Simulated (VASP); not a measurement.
Take MgZnO₂ (space group P3m1), without spin-orbit terms, in VASP with PAW potentials, and its band gap.  mBJ is a potential without an energy functional, so only the levels count.

Question: One run gives 1.84 eV. Which level is it?
(A) mBJ (TB09) (PBE cell)
(B) LDA (own cell)
(C) HSE06 (PBE cell)
(D) PBEsol (own cell)

Answer: B, LDA (own cell).  The others give 3.39 (HSE06 (PBE cell)), 1.69 (PBEsol (own cell)), 3.47 (mBJ (TB09) (PBE cell)).

Only levels that ran to the end are used. Left out are those held back, those with too coarse a band path, GW runs whose mesh misses a band edge, hybrids' fits of cells that aren't cubic and levels without matching references; a question may draw on a part of the rest.

The structure comes from a computed database's MgZnO2 entry (P3m1); how it stands against other phases isn't given here.
